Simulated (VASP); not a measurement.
```xyz
2
Lattice="2.9173 0.0000 0.0000 0.0000 2.9173 0.0000 0.0000 0.0000 2.9173" Properties=species:S:1:pos:R:3 pbc="T T T"
Ti     0.0000     0.0000     0.0000
Co     1.4587     1.4587     1.4587
```

Calculation: optB86b-vdW, VASP's PBE PAW potentials (set 64) (plane waves; VASP 6.6.1). Run with 520 eV cut-off, 12×12×12 Γ-centred mesh, first-order Methfessel-Paxton smearing of 0.10 eV, potentials Ti_sv Co.

Question: Give the stress tensor in GPa (positive for a compressed cell).

Answer: 
```
5.75  0.00  0.00
0.00  5.75  0.00
0.00  0.00  5.75
```
The pressure is its mean diagonal, 5.75 GPa.

The compound is TiCo in the CsCl type structure. This cell is one point of a volume scan, at 0.97 of the reference volume. The run is not spin-polarised, so no magnetic state was tried. The electron count is odd and the run is not spin-polarised, which forces a metal.
